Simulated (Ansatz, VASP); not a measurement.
# CdBi in VASP and in Ansatz

```xyz
4
Lattice="4.5768 0.0000 0.0000 -2.2884 3.9636 0.0000 0.0000 0.0000 6.5139" Properties=species:S:1:pos:R:3 pbc="T T T"
Cd    0.0000    0.0000    0.0000
Cd    0.0000    0.0000    3.2570
Bi    0.0000    2.6424    1.6285
Bi    2.2884    1.3212    4.8855
```

The cell was built by a generator and needn't be a form met in nature.

Alike in both runs: task single point; functional HSE06; k mesh 3 × 3 × 2; occupations fermi-dirac, width 0.147 eV; no spin polarisation.

|  | VASP | Ansatz |
| --- | --- | --- |
| version | VASP 6.6.1 | Ansatz 0.2.0 |
| potentials or method | VASP PAW PBE potentials, release 64 (Cd, Bi_d) | PAW plane waves |
| plane-wave cutoff (eV) | 520 | 420 |
| valence electrons in the cell | 54 | 70 |

Ansatz gave:

```
pressure (GPa)                                  : 0.2
largest component of the traceless stress (GPa) : 0.40
```

Problem. What did VASP give for the same quantities?

Solution. Pressure (GPa): 0.3; largest component of the traceless stress (GPa): 0.42.

The two sets of potentials don't hold the same shells in valence. Ansatz warned: «filled_band_counts_differ_across_k_points».

Caveats: the k mesh is coarse (spacing up to 0.53 Å⁻¹), so the values aren't converged, least of all with exact exchange; the PAW data sets were made with another functional, which shifts forces and pressure a little (VASP).
